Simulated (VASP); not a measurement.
Here is the system:

```yaml
crystal:
  lattice:
    - [0.00000, 2.04976, 2.04976]
    - [2.04976, 0.00000, 2.04976]
    - [2.04976, 2.04976, 0.00000]
  atoms:
    - { symbol: Al, position: [0.00000, 0.00000, 0.00000] }
```

Method: PBEsol GGA, VASP's PBE PAW potentials (set 64) (plane waves; VASP). Numerical set-up: 300 eV cut-off, 11×11×11 Γ-centred mesh, Fermi-Dirac smearing of 0.14 eV, potentials Al.

Q: Give the stress tensor in GPa (positive for a compressed cell).

A: 
```
-4.39   0.00   0.00
 0.00  -4.39   0.00
 0.00   0.00  -4.39
```
The pressure is its mean diagonal, -4.39 GPa.

The structure comes from a computed database's Al entry; how it stands against other phases isn't given here. The cell was not relaxed at this level.
